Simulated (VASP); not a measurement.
```
C
1.0
    1.22846    -2.12775     0.00000
    1.22846     2.12775     0.00000
    0.00000     0.00000     6.64849
C
4
Cartesian
  0.00000   0.00000   1.66212
  0.00000   0.00000   4.98637
  1.22846   0.70925   1.66212
  1.22846  -0.70925   4.98637
```

Computed with r2SCAN+rVV10, VASP's PBE PAW potentials (set 64) (plane waves; VASP). Run with 520 eV cut-off, 11×11×4 Γ-centred mesh, tetrahedra with Blöchl corrections, potentials C.

Task: Give the energies of bands 3 to 10 at the high-symmetry points, in eV from the Fermi level.

Result: 
```csv
band,Γ,M,K,A,L,H
3,-9.08,-14.08,-13.46,-8.12,-14.05,-13.46
4,-6.94,-13.99,-13.36,-8.12,-14.05,-13.46
5,-3.19,-6.82,-11.12,-3.17,-6.79,-11.13
6,-3.19,-6.75,-11.12,-3.17,-6.79,-11.13
7,-3.17,-2.96,-0.69,-3.17,-2.51,0.01
8,-3.17,-2.21,-0.02,-3.17,-2.51,0.01
9,4.44,1.62,-0.02,7.31,1.77,0.02
10,8.72,2.38,0.83,7.31,1.77,0.02
```

It has no gap at this level: it comes out as a metal or semimetal.

The compound is C in the graphite structure. It was relaxed first.
